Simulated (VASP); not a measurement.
Runs of VASP 6.6.1 on CdHgS2. Symmetry: P-6m2, No. 187, hexagonal system. Conventional cell: a = 4.052 Å, b = 4.052 Å, c = 7.630 Å, α = 90.00°, β = 90.00°, γ = 120.00°. Around Cd (site symmetry -6m2) lie 6 S at 2.76 Å. Hg (site symmetry -6m2) has 2 S at 2.34 Å as nearest neighbours. S (site symmetry 3m) has 1 Hg at 2.34 Å as nearest neighbours. The cell was built by a generator and needn't be a form met in nature.

```tsv
task	level	potentials or basis	cell	cutoff (eV)	smearing	gap on the mesh (eV)	pressure (GPa)	relaxed volume (Å³/atom)	largest force (eV/Å)
electric field gradients	LDA	VASP PAW LDA potentials, release 64 (Cd_GW, Hg_sv_GW, S_GW)	as given	550	fermi-dirac 0.05 eV	(a)	-4.5	-	0.01
relaxation of cell and atoms	RPBE	VASP PAW PBE potentials, release 64 (Cd, Hg, S)	relaxed	600	gaussian 0.05 eV	(b)	0.0	28.76	-
single point	PBE	VASP PAW PBE potentials, release 64 (Cd, Hg, S)	as given	520	fermi-dirac 0.05 eV	0.12	0.3	-	0.03
relaxation of cell and atoms	PBE	VASP PAW PBE potentials, release 64 (Cd, Hg, S)	relaxed	600	gaussian 0.05 eV	(c)	0.0	27.25	-
```

Alike in all rows: no spin polarisation; k mesh 8 × 8 × 4.

Estimate the missing entries.

(a) none; (b) 0.16; (c) 0.09.

Caveats: spin-orbit coupling is left out, which moves the levels of the heavy elements (some runs); the PAW data sets were made with another functional, which shifts forces and pressure a little (some runs).

A k mesh can miss the band edges, and the runs leave out spin-orbit coupling on Cd, Hg.

Not every run made on this cell is shown here.
